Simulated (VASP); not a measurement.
Data:

```
CELL_PARAMETERS angstrom
      4.36000     0.00000     0.00000
      0.00000     3.08299     0.00000
      0.00000     0.00000    24.24896
ATOMIC_POSITIONS crystal
  Si 0.00000 0.00000 0.65892
  Si 0.50000 0.50000 0.59535
  Si 0.00000 0.00000 0.53178
  Si 0.50000 0.50000 0.46821
  Si 0.00000 0.00000 0.40465
  Si 0.50000 0.50000 0.34108
  C  0.25000 0.00000 0.59535
  C  0.75000 0.50000 0.65892
  C  0.25000 0.00000 0.46821
  C  0.75000 0.50000 0.53178
  C  0.25000 0.00000 0.34108
  C  0.75000 0.50000 0.40465
```

Computed with PBEsol GGA, VASP's PBE PAW potentials (set 64) (plane waves; VASP). Run with PREC = Normal, EDIFF = 1E-5, 450 eV cut-off, 5×7×1 Γ-centred mesh, Gaussian smearing of 0.050 eV, potentials Si C.

### Question
The ions are relaxed. Predict the relaxed structure.

### Answer

```
CELL_PARAMETERS angstrom
      4.36000     0.00000     0.00000
      0.00000     3.08299     0.00000
      0.00000     0.00000    24.24896
ATOMIC_POSITIONS crystal
  Si 0.95757 0.00000 0.64847
  Si 0.50695 0.50000 0.59753
  Si 0.00531 0.00000 0.53116
  Si 0.50531 0.50000 0.46884
  Si 0.00695 0.00000 0.40247
  Si 0.45757 0.50000 0.35153
  C  0.26296 0.00000 0.59585
  C  0.76221 0.50000 0.65865
  C  0.25499 0.00000 0.46800
  C  0.75499 0.50000 0.53200
  C  0.26221 0.00000 0.34135
  C  0.76296 0.50000 0.40415
```

### Question
How much energy does the relaxation gain?

### Answer
The energy (σ→0) changes by -107.7 meV/atom, in 18 ionic steps.

The cell is a thin slab with vacuum, built from SiC (zinc blende): (110) face.
